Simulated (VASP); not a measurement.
Here is the system:

```yaml
crystal:
  lattice:
    - [-3.39292, 3.39292, 2.74046]
    - [3.39292, -3.39292, 2.74046]
    - [3.39292, 3.39292, -2.74046]
  atoms:
    - { symbol: Y, position: [0.00000, 0.00000, 0.00000] }
    - { symbol: Ti, position: [0.75000, 0.25000, 0.50000] }
    - { symbol: Ti, position: [0.25000, 0.75000, 0.50000] }
    - { symbol: Ga, position: [0.30349, 0.69651, 0.00000] }
    - { symbol: Ga, position: [0.69651, 0.30349, 0.00000] }
    - { symbol: Ga, position: [0.69651, 0.69651, 0.39302] }
    - { symbol: Ga, position: [0.30349, 0.30349, 0.60698] }
```

Method: PBEsol GGA, VASP's PBE PAW potentials (set 64) (plane waves; VASP). Settings: 300 eV cut-off, 5×5×5 Γ-centred mesh, Gaussian smearing of 0.14 eV, potentials Y_sv Ti_sv Ga_d.

At this cut-off the stress carries a Pulay error, which pulls relaxed volumes low.

### Question
What does the run give for the energy per atom (σ→0), pressure, band gap (on the k-mesh) with the smallest direct gap where there is one?

### Answer

| Item | Value |
|---|---|
| band gap (on the k-mesh) | none (metal, semimetal or under 0.01 eV) |
| energy per atom (σ→0) | -5.853 eV/atom |
| pressure | -49.4 kbar |

The absolute energy has meaning only against runs of the same code, potentials and settings.

The structure comes from a computed database's Ga4Ti2Y entry (I4/mmm); how it stands against other phases isn't given here. The cell was not relaxed at this level. The electron count is odd and the run is not spin-polarised, which forces a metal.
